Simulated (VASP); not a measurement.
Level of theory: PBE GGA, VASP's PBE PAW potentials (set 64) (plane waves; VASP).

VASP ran on this input.

### POSCAR
```
VSe2
1
    0.0000000000     2.9865470000     2.9865470000
    2.9865470000     0.0000000000     2.9865470000
    2.9865470000     2.9865470000     0.0000000000
V Se
1 2
Direct
  0.0000000000   0.0000000000   0.0000000000
  0.2500000000   0.2500000000   0.2500000000
  0.7500000000   0.7500000000   0.7500000000
```

### INCAR
```
ALGO = Normal
EDIFF = 1E-6
ENCUT = 400
GGA = PE
ISIF = 2
ISMEAR = 0
ISPIN = 2
KGAMMA = .True.
KSPACING = 0.25
LASPH = .True.
LCHARG = .False.
LMAXMIX = 4
LORBIT = 10
LREAL = .False.
LWAVE = .False.
MAGMOM = 2.0 0.0 0.0
NELM = 100
PREC = Accurate
SIGMA = 0.05
SYSTEM = VSe2
```

POTCAR, in this order: V_sv Se (PBE.64 set). Program: vasp_std.

Output

File OUTCAR:
```
 ion  position               nearest neighbor table
   1  0.000  0.000  0.000-   3 2.59   3 2.59   3 2.59   2 2.59   3 2.59   2 2.59   2 2.59   2 2.59
  LATTYP: Found a face centered cubic cell.
 ALAT       =     5.9730940000
 Subroutine PRICEL returns:
 Original cell was already a primitive cell.
 Subroutine GETGRP returns: Found 48 space group operations
The static configuration has the point symmetry O_h .
The dynamic configuration has the point symmetry O_h .
The overall configuration has the point symmetry O_h .
 Subroutine INISYM returns: Found 48 space group operations
 Subroutine IBZKPT returns following result:
 Found     29 irreducible k-points:

 Following reciprocal coordinates:
            Coordinates               Weight
  0.000000  0.000000  0.000000      1.000000
  0.125000  0.000000  0.000000      8.000000
  0.250000  0.000000  0.000000      8.000000
  0.375000  0.000000  0.000000      8.000000
  0.500000  0.000000  0.000000      4.000000
  0.125000  0.125000  0.000000      6.000000
  0.250000  0.125000  0.000000     24.000000
  0.375000  0.125000  0.000000     24.000000
  0.500000  0.125000  0.000000     24.000000
...
```

### OSZICAR
```
       N       E                     dE             d eps       ncg     rms          rms(c)
DAV:   1     0.167381410646E+03    0.16738E+03   -0.10846E+04  2036   0.116E+03
DAV:   2    -0.745867063300E+01   -0.17484E+03   -0.17217E+03  2138   0.334E+02
DAV:   3    -0.184105251183E+02   -0.10952E+02   -0.10481E+02  2558   0.730E+01
DAV:   4    -0.186194736002E+02   -0.20895E+00   -0.20697E+00  2250   0.896E+00
DAV:   5    -0.186213446186E+02   -0.18710E-02   -0.18704E-02  2499   0.910E-01    0.191E+01
DAV:   6    -0.219759537896E+02   -0.33546E+01   -0.88528E+01  2291   0.539E+01    0.225E+01
DAV:   7    -0.168486990463E+02    0.51273E+01   -0.55308E+01  2520   0.525E+01    0.763E+00
DAV:   8    -0.168647153002E+02   -0.16016E-01   -0.14647E+00  2105   0.796E+00    0.361E+00
DAV:   9    -0.168874784088E+02   -0.22763E-01   -0.32350E-01  2270   0.336E+00    0.172E+00
DAV:  10    -0.168829749857E+02    0.45034E-02   -0.23035E-02  2277   0.113E+00    0.723E-01
DAV:  11    -0.168836967818E+02   -0.72180E-03   -0.24172E-02  2340   0.103E+00    0.294E-01
DAV:  12    -0.168847047632E+02   -0.10080E-02   -0.36130E-03  2402   0.368E-01    0.949E-02
DAV:  13    -0.168846398882E+02    0.64875E-04   -0.24687E-04  2206   0.108E-01    0.801E-02
DAV:  14    -0.168846833686E+02   -0.43480E-04   -0.17376E-04  2328   0.740E-02    0.233E-02
DAV:  15    -0.168846980906E+02   -0.14722E-04   -0.19581E-05  2258   0.305E-02    0.119E-02
DAV:  16    -0.168846992702E+02   -0.11796E-05   -0.72141E-06  2006   0.144E-02    0.659E-03
DAV:  17    -0.168846995292E+02   -0.25904E-06   -0.14043E-06  1381   0.862E-03
   1 F= -.16884700E+02 E0= -.16883272E+02  d E =-.285459E-02  mag=     1.7714
```

### OUTCAR
```
------------------------ aborting loop because EDIFF is reached ----------------------------------------
  FORCE on cell =-STRESS in cart. coord.  units (eV):
  Direction    XX          YY          ZZ          XY          YZ          ZX
  --------------------------------------------------------------------------------------
  Total        3.9380745      3.9380745      3.9380745     -0.0000000      0.0000000     -0.0000000
  in kB      118.4285620    118.4285620    118.4285620     -0.0000000      0.0000000     -0.0000000
  external PRESSURE =     118.4285620 kB  Pullay stress =       0.0000000 kB
  volume of cell :       53.28
      direct lattice vectors                 reciprocal lattice vectors
     0.000000000  2.986547000  2.986547000    -0.167417422  0.167417422  0.167417422
     2.986547000  0.000000000  2.986547000     0.167417422 -0.167417422  0.167417422
     2.986547000  2.986547000  0.000000000     0.167417422  0.167417422 -0.167417422
 POSITION                                       TOTAL-FORCE (eV/Angst)
 -----------------------------------------------------------------------------------
      0.00000      0.00000      0.00000        -0.000000      0.000000      0.000000
      1.49327      1.49327      1.49327        -0.000000      0.000000     -0.000000
      4.47982      4.47982      4.47982         0.000000     -0.000000      0.000000
 -----------------------------------------------------------------------------------
    total drift:                               -0.000000     -0.000000      0.000000
  FREE ENERGIE OF THE ION-ELECTRON SYSTEM (eV)
  ---------------------------------------------------
  free  energy   TOTEN  =       -16.8846995292 eV

  energy  without entropy=      -16.8818449420  energy(sigma->0) =      -16.88327224

 total charge

# of ion       s       p       d       tot
------------------------------------------
    1        2.215   6.176   3.126  11.517
    2        1.490   2.323   0.068   3.881
    3        1.490   2.323   0.068   3.881
--------------------------------------------------
tot          5.195  10.822   3.262  19.278

 magnetization (x)

# of ion       s       p       d       tot
------------------------------------------
    1        0.031   0.024   1.634   1.688
    2       -0.005  -0.088   0.014  -0.079
    3       -0.005  -0.088   0.014  -0.079
--------------------------------------------------
tot          0.021  -0.153   1.662   1.531
```
(Selected blocks of OUTCAR.)

### OUTCAR
```
 val. band max:        6.9402232113   @ k =   0.5000   0.2500   0.1250

 cond. band min:       6.9607930207   @ k =  -0.3750   0.2500   0.0000


 Fermi energy:         6.9548551555

 spin component 1

 k-point     1 :       0.0000    0.0000    0.0000
  band No.  band energies     occupation
      1     -57.6066      1.00000
      2     -31.4987      1.00000
      3     -31.4987      1.00000
      4     -31.4987      1.00000
      5      -8.7277      1.00000
      6      -3.7157      1.00000
      7       1.8284      1.00000
      8       1.8284      1.00000
      9       1.8284      1.00000
     10       6.1368      1.00000
     11       6.1369      1.00000
     12       7.1278      0.00000
     13       7.1278      0.00000
     14       7.1278      0.00000
     15       9.8548      0.00000
     16       9.8550      0.00000
     17       9.8550      0.00000

 k-point     2 :       0.1250    0.0000    0.0000
  band No.  band energies     occupation
      1     -57.6067      1.00000
      2     -31.5008      1.00000
      3     -31.4991      1.00000
      4     -31.4991      1.00000
      5      -8.5758      1.00000
      6      -4.0436      1.00000
      7       1.9244      1.00000
      8       1.9245      1.00000
      9       2.2189      1.00000
     10       5.6850      1.00000
     11       5.6850      1.00000
     12       6.4179      1.00000
     13       7.2659      0.00000
     14       7.2659      0.00000
     15       9.1209      0.00000
     16       9.6494      0.00000
     17       9.6495      0.00000

 k-point     3 :       0.2500    0.0000    0.0000
  band No.  band energies     occupation
      1     -57.6066      1.00000
      2     -31.5053      1.00000
      3     -31.4999      1.00000
      4     -31.4998      1.00000
      5      -8.1380      1.00000
      6      -4.8032      1.00000
      7       2.1907      1.00000
      8       2.1907      1.00000
      9       3.0310      1.00000
...
```

The moments were started parallel, and other spin orders were not tried in this run.

The structure was generated: VSe2 was put into the fluorite type (Fm-3m), which need not be its known phase. The cell was not relaxed at this level. The run is one of a series of settings (KGAMMA = .TRUE., KSPACING = 0.25, KPOINTS file removed against the base run), some of them coarse on purpose.
